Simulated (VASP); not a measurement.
```
Al3Sc
1.0
    4.04901     0.00000     0.00000
    0.00000     4.04901     0.00000
    0.00000     0.00000     4.04901
Sc Al
1 3
Direct
  0.00000   0.00000   0.00000
  0.00000   0.50000   0.50000
  0.50000   0.00000   0.50000
  0.50000   0.50000   0.00000
```

These are rev-vdW-DF2, VASP's PBE PAW potentials (set 64) (plane waves; VASP) values and carry that method's errors. Settings: 520 eV cut-off, 8×8×8 Γ-centred mesh, first-order Methfessel-Paxton smearing of 0.10 eV, potentials Sc_sv Al.

Q: What does the run give for the energy per atom (σ→0), pressure, band gap (on the k-mesh) with the smallest direct gap where there is one?

A: 
```json
{
 "band gap (on the k-mesh)": "none (metal, semimetal or under 0.01 eV)",
 "energy per atom (σ→0)": "-3.418 eV/atom",
 "pressure": "2.89 GPa"
}
```

Total energies compare only between runs with the same potentials, cut-off and functional.

The compound is Al3Sc in the L1_2 structure. This cell is one point of a volume scan, at 0.97 of the reference volume.
